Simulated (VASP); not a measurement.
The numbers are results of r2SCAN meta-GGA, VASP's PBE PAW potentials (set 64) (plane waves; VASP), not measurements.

The input files of a VASP run:

**KPOINTS**
```
Automatic mesh
0
Gamma
4 4 4
0 0 0
```

INCAR:
```
SYSTEM = SnO2
PREC = Accurate; ENCUT = 520; LREAL = .FALSE.
LASPH = .TRUE.
EDIFF = 1E-6; NELM = 100; ALGO = Normal
LMAXMIX = 4; LMIXTAU = .TRUE.
ISMEAR = 0; SIGMA = 0.05
METAGGA = R2SCAN
IBRION = 2; NSW = 60; ISIF = 3
EDIFFG = -0.02
LWAVE = .FALSE.; LCHARG = .FALSE.
```

### POSCAR
```
SnO2
1
    4.7366375277     0.0000000000     0.0000000000
    0.0000000000     5.7523490252     0.0000000000
   -0.0000000000     0.0000000000     5.2479167636
Sn O
4 8
Direct
  0.5000000000   0.6653941997   0.7500000000
  0.5000000000   0.3346058003   0.2500000000
  1.0000000000   0.8346058003   0.2500000000
  0.0000000000   0.1653941997   0.7500000000
  0.7302551178   0.6070155221   0.0785198915
  0.2697448822   0.3929844779   0.9214801085
  0.7697448822   0.8929844779   0.5785198915
  0.2302551178   0.1070155221   0.4214801085
  0.2302551178   0.8929844779   0.9214801085
  0.7697448822   0.1070155221   0.0785198915
  0.2697448822   0.6070155221   0.4214801085
  0.7302551178   0.3929844779   0.5785198915
```

POTCAR, in this order: Sn_d O (PBE.64 set). Program: vasp_std.

Output of the run:

OSZICAR:
```
       N       E                     dE             d eps       ncg     rms          rms(c)
DAV:   1     0.154758713061E+04    0.15476E+04   -0.50176E+04  3798   0.272E+03
DAV:   2     0.153264299102E+03   -0.13943E+04   -0.13408E+04  3524   0.822E+02
DAV:   3    -0.178894845992E+03   -0.33216E+03   -0.32367E+03  3690   0.294E+02
DAV:   4    -0.205695514925E+03   -0.26801E+02   -0.26521E+02  4096   0.929E+01
DAV:   5    -0.206513073090E+03   -0.81756E+00   -0.81425E+00  3928   0.166E+01    0.220E+01
DAV:   6    -0.177177718011E+03    0.29335E+02   -0.30857E+01  4928   0.721E+01    0.951E+00
DAV:   7    -0.166580453960E+03    0.10597E+02   -0.56025E+00  5080   0.190E+01    0.450E+00
DAV:   8    -0.178272036930E+03   -0.11692E+02   -0.37390E+00  4288   0.128E+01    0.335E+00
DAV:   9    -0.170076170905E+03    0.81959E+01   -0.10592E+00  3532   0.682E+00    0.102E+00
DAV:  10    -0.169102894341E+03    0.97328E+00   -0.86316E-01  3884   0.523E+00    0.589E-01
DAV:  11    -0.168998780277E+03    0.10411E+00   -0.58920E-02  3954   0.167E+00    0.540E-01
DAV:  12    -0.168996971816E+03    0.18085E-02   -0.26832E-03  5224   0.378E-01    0.432E-01
DAV:  13    -0.168801275322E+03    0.19570E+00   -0.52107E-02  3936   0.172E+00    0.157E-01
DAV:  14    -0.169028932132E+03   -0.22766E+00   -0.87103E-02  3588   0.203E+00    0.313E-01
DAV:  15    -0.169055067148E+03   -0.26135E-01   -0.76407E-03  3672   0.607E-01    0.316E-01
DAV:  16    -0.169056972043E+03   -0.19049E-02   -0.49993E-04  3990   0.142E-01    0.288E-01
DAV:  17    -0.169055864125E+03    0.11079E-02   -0.27869E-04  3602   0.105E-01    0.209E-01
DAV:  18    -0.169058644700E+03   -0.27806E-02   -0.31139E-03  3692   0.282E-01    0.488E-02
DAV:  19    -0.169058643944E+03    0.75568E-06   -0.17665E-04  4112   0.843E-02    0.371E-02
DAV:  20    -0.169058790540E+03   -0.14660E-03   -0.41663E-05  4324   0.508E-02    0.234E-02
DAV:  21    -0.169058719683E+03    0.70858E-04   -0.64765E-05  4360   0.973E-02    0.329E-02
DAV:  22    -0.169058786438E+03   -0.66755E-04   -0.64777E-05  3644   0.406E-02    0.110E-02
DAV:  23    -0.169058804997E+03   -0.18559E-04   -0.10115E-05  3844   0.173E-02    0.333E-03
DAV:  24    -0.169058813461E+03   -0.84638E-05   -0.43395E-07  2122   0.943E-03    0.210E-03
DAV:  25    -0.169058818662E+03   -0.52011E-05   -0.16721E-06  2236   0.891E-03    0.320E-03
DAV:  26    -0.169058819596E+03   -0.93463E-06   -0.37149E-07  1890   0.519E-03
   1 F= -.16905882E+03 E0= -.16905882E+03  d E =-.169059E+03
       N       E                     dE             d eps       ncg     rms          rms(c)
DAV:   1    -0.169058873577E+03   -0.54915E-04   -0.59640E-02  3680   0.117E+00    0.725E-02
DAV:   2    -0.169058984446E+03   -0.11087E-03   -0.21337E-03  4050   0.261E-01    0.358E-02
DAV:   3    -0.169058959831E+03    0.24615E-04   -0.59838E-05  4370   0.590E-02    0.201E-02
DAV:   4    -0.169058939791E+03    0.20040E-04   -0.41728E-05  4234   0.518E-02    0.559E-03
DAV:   5    -0.169058919561E+03    0.20229E-04   -0.55028E-05  3438   0.539E-02    0.237E-03
DAV:   6    -0.169058959440E+03   -0.39879E-04   -0.20818E-05  3444   0.289E-02    0.224E-03
DAV:   7    -0.169058959156E+03    0.28421E-06   -0.54802E-07  2136   0.480E-03
   2 F= -.16905896E+03 E0= -.16905896E+03  d E =-.139559E-03
```

File OUTCAR:
```
------------------------ aborting loop because EDIFF is reached ----------------------------------------
  FORCE on cell =-STRESS in cart. coord.  units (eV):
  Direction    XX          YY          ZZ          XY          YZ          ZX
  --------------------------------------------------------------------------------------
  Total        0.0271973     -0.0041625     -0.0367532      0.0000000      0.0000000      0.0000000
  in kB        0.3046862     -0.0466316     -0.4117391      0.0000000      0.0000000      0.0000000
  external PRESSURE =      -0.0512282 kB  Pullay stress =       0.0000000 kB
  volume of cell :      143.02
      direct lattice vectors                 reciprocal lattice vectors
     4.738000790  0.000000000  0.000000000     0.211059484  0.000000000 -0.000000000
     0.000000000  5.751565554  0.000000000     0.000000000  0.173865705  0.000000000
     0.000000000  0.000000000  5.248106226    -0.000000000  0.000000000  0.190544924
 POSITION                                       TOTAL-FORCE (eV/Angst)
 -----------------------------------------------------------------------------------
      2.36900      3.82742      3.93608         0.000000     -0.011567      0.000000
      2.36900      1.92415      1.31203         0.000000      0.011567      0.000000
      0.00000      4.79993      1.31203         0.000000      0.011567      0.000000
      0.00000      0.95163      3.93608         0.000000     -0.011567      0.000000
      3.45993      3.49217      0.41271        -0.014481      0.004293      0.004278
      1.27808      2.25939      4.83540         0.014481     -0.004293     -0.004278
      3.64708      5.13518      3.03676         0.014481     -0.004293      0.004278
      1.09093      0.61639      2.21134        -0.014481      0.004293     -0.004278
      1.09093      5.13518      4.83540        -0.014481     -0.004293     -0.004278
      3.64708      0.61639      0.41271         0.014481      0.004293      0.004278
      1.27808      3.49217      2.21134         0.014481      0.004293     -0.004278
      3.45993      2.25939      3.03676        -0.014481     -0.004293      0.004278
 -----------------------------------------------------------------------------------
    total drift:                               -0.000000      0.000000      0.000000
  FREE ENERGIE OF THE ION-ELECTRON SYSTEM (eV)
  ---------------------------------------------------
  free  energy   TOTEN  =      -169.0589591556 eV

  energy  without entropy=     -169.0589591556  energy(sigma->0) =     -169.05895916

 reached required accuracy - stopping structural energy minimisation
```
(Selected blocks of OUTCAR.)

**CONTCAR**
```
SnO2
   1.00000000000000
     4.7380007899553078    0.0000000000000000    0.0000000000000000
     0.0000000000000000    5.7515655538243484    0.0000000000000000
     0.0000000000000000    0.0000000000000000    5.2481062260820561
  Sn              O
     4     8
Direct
     0.5000000000000000    0.6654562141688855    0.7500000000000000
     0.5000000000000000    0.3345437858311145    0.2500000000000000
     0.0000000000000000    0.8345437858311145    0.2500000000000000
     0.0000000000000000    0.1654562141688855    0.7500000000000000
     0.7302500752628526    0.6071689615549575    0.0786395906308768
     0.2697499247371474    0.3928310384450426    0.9213604093691232
     0.7697499247371474    0.8928310384450425    0.5786395906308768
     0.2302500752628525    0.1071689615549574    0.4213604093691232
     0.2302500752628525    0.8928310384450425    0.9213604093691232
     0.7697499247371474    0.1071689615549574    0.0786395906308768
     0.2697499247371474    0.6071689615549575    0.4213604093691232
     0.7302500752628526    0.3928310384450426    0.5786395906308768
```

The structure comes from a computed database's SnO2 entry (Pbcn); how it stands against other phases isn't given here. This run relaxes it. Symmetry was kept, so distortions that lower it aren't found. The start is the result of an earlier pass.
